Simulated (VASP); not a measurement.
Given:

```
TiS2
1.0
    1.65601    -2.86829     0.00000
    1.65601     2.86829     0.00000
    0.00000     0.00000     5.43176
Ti S
1 2
Direct
  0.00000   0.00000   0.00000
  0.33333   0.66667   0.26208
  0.66667   0.33333   0.73792
```

All values below come from LDA (Ceperley-Alder, Perdew-Zunger) with spin-orbit coupling, VASP's LDA PAW potentials (set 64) (plane waves; VASP). Numerical set-up: 400 eV cut-off, 10×10×5 Γ-centred mesh, Gaussian smearing of 0.050 eV, potentials Ti_sv S.

### Question
Predict the energy per atom (σ→0), band gap (over mesh and band path) with the smallest direct gap where there is one.

### Answer

| Quantity | Result |
|---|---|
| band gap (over mesh and band path) | none (metal, semimetal or under 0.01 eV) |
| energy per atom (σ→0) | -7.345 eV/atom |

The compound is TiS2 in the 1T layered structure. It was relaxed first, which changed the volume by -10 %.
